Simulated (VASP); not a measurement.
The system is BeCd2S3.

```
Be Cd S
1.0
     4.77517    0.00000    0.00000
    -2.38759    4.13542    0.00000
     0.00000    0.00000    6.46261
Be Cd S
1 2 3
Direct
  0.00000 0.00000 0.00000
  0.33333 0.66667 0.50000
  0.66667 0.33333 0.50000
  0.33333 0.66667 0.00000
  0.66667 0.33333 0.00000
  0.00000 0.00000 0.50000
```

The cell was built by a generator and needn't be a form met in nature.

* Program: VASP 6.6.1
* Task: relaxation of cell and atoms
* Functional: PBE
* Potentials or basis: VASP PAW PBE potentials, release 64 (Be, Cd, S)
* Cutoff: 520 eV
* k mesh: 4 × 4 × 2
* Occupations: gaussian, width 0.15 eV
* Spin: no spin polarisation

At the start: pressure -3.3 GPa; volume 21.27 Å³/atom.

Task: How do energy, volume and symmetry change on relaxing?

Result: Over 15 steps the energy falls by 254.8 meV/atom and the volume is 18.58 Å³/atom (-12.6 %); space group P6/mmm (No. 191, to 0.05 Å).

The path:
| step | energy change (eV) | largest force (eV/Å) | pressure (GPa) | volume (Å³) |
| --- | --- | --- | --- | --- |
| 1 | 0.0000 | 0.0000 | -3.33 | 127.62 |
| 2 | -0.3727 | 0.0000 | -1.84 | 119.51 |
| 3 | -0.7878 | 0.0000 | 13.56 | 95.97 |
| 4 | -0.7965 | 0.0000 | 3.70 | 106.60 |
| 5 | -0.8677 | 0.0000 | 6.15 | 102.88 |
| 6 | -1.0476 | 0.0000 | 6.33 | 102.07 |
| 7 | -1.1585 | 0.0000 | 10.77 | 99.17 |
| 8 | -1.2255 | 0.0000 | 8.63 | 100.38 |
| 9 | -1.3813 | 0.0000 | 5.19 | 103.66 |
| 10 | -1.5118 | 0.0000 | 0.74 | 109.64 |
| 11 | -1.5198 | 0.0000 | -0.13 | 111.36 |
| 12 | -1.5198 | 0.0000 | -0.62 | 112.00 |
| 13 | -1.5200 | 0.0000 | -0.55 | 111.76 |
| 14 | -1.5247 | 0.0000 | -0.37 | 111.69 |
| 15 | -1.5287 | 0.0000 | 0.03 | 111.50 |

Final structure:
```cif
data_structure
_symmetry_space_group_name_H-M 'P 1'
_symmetry_Int_Tables_number 1
_cell_length_a 5.0924
_cell_length_b 5.0924
_cell_length_c 4.9649
_cell_angle_alpha 90.000
_cell_angle_beta 90.000
_cell_angle_gamma 120.000
_cell_volume 111.50
loop_
_atom_site_label
_atom_site_type_symbol
_atom_site_fract_x
_atom_site_fract_y
_atom_site_fract_z
_atom_site_occupancy
Be1 Be 0.00000 0.00000 0.00000 1
Cd1 Cd 0.33333 0.66667 0.50000 1
Cd2 Cd 0.66667 0.33333 0.50000 1
S1 S 0.33333 0.66667 0.00000 1
S2 S 0.66667 0.33333 0.00000 1
S3 S 0.00000 0.00000 0.50000 1
```

Caveat: the k mesh is coarse (spacing up to 0.49 Å⁻¹), so the values aren't converged.
